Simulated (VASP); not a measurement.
```
CELL_PARAMETERS angstrom
      3.79732     0.00000     0.00000
      0.00000     3.79732     0.00000
      0.00000     0.00000     3.79732
ATOMIC_POSITIONS crystal
  Ti 0.00000 0.00000 0.00000
  Pt 0.00000 0.50000 0.50000
  Pt 0.50000 0.00000 0.50000
  Pt 0.50000 0.50000 0.00000
```

The numbers are results of SCAN meta-GGA, VASP's PBE PAW potentials (set 64) (plane waves; VASP), not measurements. Settings: 520 eV cut-off, 8×8×8 Γ-centred mesh, first-order Methfessel-Paxton smearing of 0.10 eV, potentials Ti_sv Pt.

The job: Pt3Ti (L1_2), 4 atoms, SCAN, static run, 520 eV, 8×8×8 Γ-centred mesh. Roughly how much core time does it take on a busy server core?

About 9 core-minutes (one run on a shared machine, a rough figure). It had 35 irreducible k-points, 25 bands, up to 1498 plane waves and 31 electronic steps.

The compound is Pt3Ti in the L1_2 structure. This cell is one point of a volume scan, at 0.94 of the reference volume.
